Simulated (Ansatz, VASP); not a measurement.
**Two plane-wave programs on TaSb4Au**

```
Ta Sb Au
1.0
     0.00000    4.24199    4.24199
     4.24199    0.00000    4.24199
     4.24199    4.24199    0.00000
Ta Sb Au
1 4 1
Direct
  0.75000 0.75000 0.75000
  0.37530 0.37530 0.87411
  0.87411 0.37530 0.37530
  0.37530 0.37530 0.37530
  0.37530 0.87411 0.37530
  0.00000 0.00000 0.00000
```

Change from the starting cell: species swapped into the ErInCu4 type (F-43m, No. 216).

Alike in both runs: functional PBE; k mesh 4 × 4 × 4; occupations gaussian, width 0.1 eV; no spin polarisation.

Ansatz relaxed the structure, and its values are those at the end. VASP's run is a single point on that final structure, the one shown.

|  | VASP | Ansatz |
| --- | --- | --- |
| version | VASP 6.6.1 | Ansatz 0.2.0 |
| potentials or method | VASP PAW PBE potentials, release 64 (Ta_pv, Sb, Au) | scalar-relativistic, plane waves, PAW |
| plane-wave cutoff (eV) | 520 | 420 |
| valence electrons in the cell | 42 | 92 |

Ansatz gave:

* gap on the k mesh at the Fermi level (eV): none
* pressure (GPa): 0.1
* rms of the force components (eV/Å): 0.009

What did VASP give for the same quantities?

gap on the k mesh at the Fermi level (eV): none; pressure (GPa): 0.1; rms of the force components (eV/Å): 0.007.

A gap of «none» marks a metal or a gap that the smearing closes. The functional is the same, so the differences come from potentials, cutoffs and numerics. The two sets of potentials don't hold the same shells in valence.

Spin-orbit coupling is left out, which matters for the levels of Au, Sb, Ta.
